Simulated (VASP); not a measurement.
Input:

```
ZnO
1.0
    3.28579     0.00000     0.00000
   -1.64290     2.84558     0.00000
    0.00000     0.00000     5.30945
Zn O
2 2
Direct
  0.33333   0.66667   0.99817
  0.66667   0.33333   0.49817
  0.33333   0.66667   0.37683
  0.66667   0.33333   0.87683
```

The numbers are results of PBE GGA, VASP's PBE PAW potentials (set 64) (plane waves; VASP 6.6.1), not measurements. Run with 520 eV cut-off, Gaussian smearing of 0.050 eV, potentials Zn O.

Q: Estimate the band gap (along the path) with the smallest direct gap where there is one.

A: 
```json
{
  "band gap (along the path)": "0.72 eV",
  "smallest direct gap (along the path)": "0.72 eV"
}
```

The absolute energy has meaning only against runs of the same code, potentials and settings.

The structure was generated: ZnO was put into the wurtzite type (P6_3mc), which need not be its known phase. It was relaxed first, which changed the volume by +21 %.
